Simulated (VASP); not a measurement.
A convergence study with VASP on Cu2O (space group no. 224 when undisturbed): a few settings are varied, all else stays as given below, so the limit is that of these other settings. One atom is moved off its site, so that forces are finite.

```xyz
6
Lattice="4.2572 0.0000 0.0000 0.0000 4.2572 0.0000 0.0000 0.0000 4.2572" Properties=species:S:1:pos:R:3 pbc="T T T"
Cu     3.1929     1.0643     3.1929
Cu     1.0643     3.1929     3.1929
Cu     3.1929     3.1929     1.0643
Cu     1.0932     1.0932     1.0932
O      0.0000     0.0000     0.0000
O      2.1286     2.1286     2.1286
```

All values below come from PBEsol GGA, VASP's PBE PAW potentials (set 64) (plane waves; VASP). The last row used: 400 eV cut-off, 6×6×6 Γ-centred mesh, Fermi-Dirac smearing of 0.010 eV, potentials Cu O.

Gaps are read on the run's mesh, which can miss a band edge.

```json
[
 {"setting": "EDIFF = 1E-01", "E (eV/atom)": "-4.9939", "pressure (GPa)": "-39.12", "largest force (eV/Å)": "1.269", "gap on the mesh (eV)": "0.491", "irreducible k-points": "32"},
 {"setting": "EDIFF = 1E-02", "E (eV/atom)": "-4.9932", "pressure (GPa)": "-20.42", "largest force (eV/Å)": "1.278", "gap on the mesh (eV)": "0.500", "irreducible k-points": "32"},
 {"setting": "EDIFF = 1E-03", "E (eV/atom)": "-4.9930", "pressure (GPa)": "0.14", "largest force (eV/Å)": "1.275", "gap on the mesh (eV)": "0.505", "irreducible k-points": "32"},
 {"setting": "EDIFF = 1E-04", "E (eV/atom)": "-4.9930", "pressure (GPa)": "-4.69", "largest force (eV/Å)": "1.269", "gap on the mesh (eV)": "0.504", "irreducible k-points": "32"},
 {"setting": "EDIFF = 1E-05", "E (eV/atom)": "-4.9930", "pressure (GPa)": "-5.59", "largest force (eV/Å)": "1.270", "gap on the mesh (eV)": "0.504", "irreducible k-points": "32"},
 {"setting": "EDIFF = 1E-06", "E (eV/atom)": "-4.9930", "pressure (GPa)": "-5.07", "largest force (eV/Å)": "1.270", "gap on the mesh (eV)": "0.504", "irreducible k-points": "32"},
 {"setting": "EDIFF = 1E-07", "E (eV/atom)": "-4.9930", "pressure (GPa)": "-5.07", "largest force (eV/Å)": "1.270", "gap on the mesh (eV)": "0.504", "irreducible k-points": "32"},
 {"setting": "EDIFF = 1E-08", "E (eV/atom)": "-4.9930", "pressure (GPa)": "-5.16", "largest force (eV/Å)": "1.270", "gap on the mesh (eV)": "0.504", "irreducible k-points": "32"},
 {"setting": "EDIFF = 1E-10", "E (eV/atom)": "-4.9930", "pressure (GPa)": "-5.15", "largest force (eV/Å)": "1.270", "gap on the mesh (eV)": "0.504", "irreducible k-points": "32"},
 {"setting": "EDIFF = 1E-12", "E (eV/atom)": "-4.9930", "pressure (GPa)": "-5.15", "largest force (eV/Å)": "1.270", "gap on the mesh (eV)": "0.504", "irreducible k-points": "32"}
]
```

Left out are rungs that failed or repeat a setting and relaxations that didn't move; long series are thinned to 24 rows.

The structure is a typed Cu2O crystal (space group no. 224). The cell was not relaxed at this level, it is distorted from the ideal structure.
